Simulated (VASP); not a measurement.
Energy against volume of Pd (fcc). Calculation: rev-vdW-DF2, VASP's PBE PAW potentials (set 64) (plane waves; VASP 6.6.1). Settings: 520 eV cut-off, 16×16×16 Γ-centred mesh, first-order Methfessel-Paxton smearing of 0.10 eV, potentials Pd.

```tsv
V (Å³/atom)	E (eV/atom)
14.039	-2.66511
14.487	-2.69218
14.935	-2.70028
15.383	-2.69274
```

**Question.** Fit these four points and predict the energy of the run at 15.831 Å³/atom.

**Answer.** A cubic in V^(−2/3), the third-order Birch-Murnaghan form, passes through the four points with V0 = 14.93 Å³/atom and B0 = 186 GPa, and gives -2.6723 eV/atom there. The run gave -2.6724 eV/atom, -0.1 meV/atom from the fit; all five points give B0 = 186 GPa.

The compound is Pd in the fcc structure. It was relaxed first.
